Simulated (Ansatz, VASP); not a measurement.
One calculation of CsSb6, two programs

File INCAR:

```
PREC = Accurate ; ENCUT = 600
EDIFF = 1E-7 ; ISMEAR = 0
SIGMA = 0.1 ; LREAL = False
LASPH = True ; NELM = 100
ALGO = Normal ; ISIF = 3
LWAVE = False ; LCHARG = False
GGA = PE ; IBRION = 2
NSW = 100 ; EDIFFG = -0.01
```

KPOINTS

```
Automatic mesh
0
Gamma
  6 6 6
```

Contents of POSCAR:

```
CsSb6
1.0
    7.3868505502      0.0000000000      0.0000000000
    0.0000000000      7.3868505502      0.0000000000
    0.0000000000      0.0000000000      7.3868505502
Cs Sb
1 6
Direct
    0.0000000000      0.0000000000      0.0000000000
    0.1997697475      0.5000000000      0.5000000000
    0.5000000000      0.5000000000      0.8002302525
    0.5000000000      0.5000000000      0.1997697475
    0.5000000000      0.1997697475      0.5000000000
    0.5000000000      0.8002302525      0.5000000000
    0.8002302525      0.5000000000      0.5000000000
```

Input for Ansatz:

```yaml
crystal:
  lattice:
    - [7.3868505502, 0.0, 0.0]
    - [0.0, 7.3868505502, 0.0]
    - [0.0, 0.0, 7.3868505502]
  atoms:
    - { symbol: Cs, position: [0.0, 0.0, 0.0] }
    - { symbol: Sb, position: [0.1997697475, 0.5, 0.5] }
    - { symbol: Sb, position: [0.5, 0.5, 0.8002302525] }
    - { symbol: Sb, position: [0.5, 0.5, 0.1997697475] }
    - { symbol: Sb, position: [0.5, 0.1997697475, 0.5] }
    - { symbol: Sb, position: [0.5, 0.8002302525, 0.5] }
    - { symbol: Sb, position: [0.8002302525, 0.5, 0.5] }
basis:
  ecutwfc: 420
kpoints:
  mp_grid: { grid: [6, 6, 6] }
hamiltonian:
  xc: pbe
scf:
  occupations: { method: gaussian, width: 0.1 }
output:
  forces: true
  stress: true
  eigenvalues: true
  write_density: true
  write_potential: true
  elf: true
  volumetric_format: npy
relax:
  adjacent_minimum: "off"
  f_tol: 0.01
  max_steps: 80
  cell: { stress_tol: 0.05 }
```

Change from the starting cell: species swapped into the GdB6 type (Pm-3m, No. 221).

Alike in both runs: task relaxation of cell and atoms; functional PBE; k mesh 6 × 6 × 6; occupations gaussian, width 0.1 eV; no spin polarisation.

|  | VASP | Ansatz |
| --- | --- | --- |
| version | VASP 6.6.1 | Ansatz 0.2.0 |
| potentials or method | VASP PAW PBE potentials, release 64 (Cs_sv, Sb) | scalar-relativistic, plane waves, PAW |
| plane-wave cutoff (eV) | 600 | 420 |
| valence electrons in the cell | 39 | 99 |

```tsv
	VASP	Ansatz	Ansatz less VASP
gap on the k mesh at the Fermi level, each at its own relaxed structure (eV)	none	none	-
relaxed volume (Å³/atom)	57.41	57.49	+0.075
relaxed cell length with the largest relative difference (Å)	7.380	7.383	+0.0032
```

A gap of «none» marks a metal or a gap that the smearing closes. The two sets of potentials don't hold the same shells in valence.

The runs have no spin-orbit coupling, so splittings on Cs, Sb are missing.
